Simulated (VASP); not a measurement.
A VASP calculation is set up with these files.

**KPOINTS**
```
Regular mesh
0
gamma
7 7 7
0 0 0
```

INCAR:
```
SYSTEM = Na2S
PREC = Accurate; ENCUT = 500; LREAL = .False.
LASPH = .True.
EDIFF = 1E-6; NELM = 100; ALGO = Normal
ISMEAR = 0; SIGMA = 0.05
GGA = PS
IBRION = 2; NSW = 40; ISIF = 3
EDIFFG = -0.02; PSTRESS = 200
LWAVE = .False.; LCHARG = .False.
```

File POSCAR:
```
Na2S
1
   -0.0000000000     2.9144999487     2.9144999487
    2.9144999487     0.0000000000     2.9144999487
    2.9144999487     2.9144999487     0.0000000000
Na S
2 1
Direct
  0.2500000000   0.2500000000   0.2500000000
  0.7500000000   0.7500000000   0.7500000000
  0.0000000000   0.0000000000   0.0000000000
```

POTCAR, in this order: Na_pv S (PBE.64 set). Program: vasp_std.

### Question
Write an equivalent input for Ansatz.

### Answer
One equivalent input (not run):
Ansatz 0.2 input:
```yaml
crystal:
  lattice:
    - [0.0000000, 2.9144999, 2.9144999]
    - [2.9144999, 0.0000000, 2.9144999]
    - [2.9144999, 2.9144999, 0.0000000]
  atoms:
    - { symbol: Na, position: [0.2500000, 0.2500000, 0.2500000] }
    - { symbol: Na, position: [0.7500000, 0.7500000, 0.7500000] }
    - { symbol: S, position: [0.0000000, 0.0000000, 0.0000000] }
kpoints:
  mp_grid: { grid: [7, 7, 7] }
hamiltonian:
  xc: pbesol
  pseudopotentials: { kind: paw }
scf:
  occupations: { method: gaussian, width: 0.05 }
  max_iter: 100
relax:
  max_steps: 40
  f_tol: 0.02
  cell: { p_target: 20 }
output: { forces: true, stress: true, eigenvalues: true }
```
What does not carry over: each code has its own PAW files, so the cut-off isn't converted (ENCUT is set for VASP's; basis.ecutwfc is left out, and Ansatz then takes the one that its files recommend); Ansatz stops its SCF on the density residual and VASP on the energy change (EDIFF).

The compound is Na2S in the antifluorite structure. It was relaxed first under an external pressure of 20 GPa.
